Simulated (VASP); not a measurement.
Here is the system:

```xyz
2
Lattice="0.0000 3.2720 3.2720 3.2720 0.0000 3.2720 3.2720 3.2720 0.0000" Properties=species:S:1:pos:R:3 pbc="T T T"
Hg     0.0000     0.0000     0.0000
Te     1.6360     1.6360     1.6360
```

Calculation: AM05 GGA, VASP's PBE PAW potentials (set 64) (plane waves; VASP). Run with 520 eV cut-off, 9×9×9 Γ-centred mesh, first-order Methfessel-Paxton smearing of 0.10 eV, potentials Hg Te.

Unless said otherwise, spin-orbit coupling is left out, though it shifts the bands of the heavy elements here.

What does the run give for the energy per atom (σ→0), band gap (on the k-mesh) with the smallest direct gap where there is one?

band gap (on the k-mesh): none (metal, semimetal or under 0.01 eV)
energy per atom (σ→0): -1.925 eV/atom

Only differences to runs with the same potentials and settings are physical.

The compound is HgTe in the zinc blende structure. It was relaxed first. The start is the result of an earlier pass.
